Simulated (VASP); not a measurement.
```xyz
6
Lattice="3.8487 0.0000 0.0000 -1.9243 3.3331 0.0000 0.0000 0.0000 6.7350" Properties=species:S:1:pos:R:3 pbc="T T T"
Ca     1.9243     1.1110     1.2589
Ca     0.0000     2.2220     5.4761
H      1.9243     1.1110     5.7307
H      0.0000     2.2220     1.0043
H     -1.9243     3.3331     0.0000
Br    -1.9243     3.3331     3.3675
```

These are PBEsol GGA, VASP's PBE PAW potentials (set 64) (plane waves; VASP) values and carry that method's errors. Run with 400 eV cut-off, 8×8×4 Γ-centred mesh, tetrahedra with Blöchl corrections, potentials Ca_sv H Br.

The cores are frozen, which limits the accuracy of field gradients.

Task: Give the principal components of the electric field gradient (V/Å²) and the asymmetry η at each nucleus.

Result: 
| atom | Vxx | Vyy | Vzz | η |
|---|---|---|---|---|
| Ca1 | -8.3 | -8.3 | 16.6 | 0.00 |
| Ca2 | -8.3 | -8.3 | 16.6 | 0.00 |
| H3 | 0.5 | 0.5 | -1.0 | 0.00 |
| H4 | 0.5 | 0.5 | -1.0 | 0.00 |
| H5 | 0.1 | 0.1 | -0.2 | - |
| Br6 | -25.7 | -25.7 | 51.4 | 0.00 |

The structure comes from a computed database's Ca2H3Br entry (P-3m1); how it stands against other phases isn't given here. It was relaxed first.
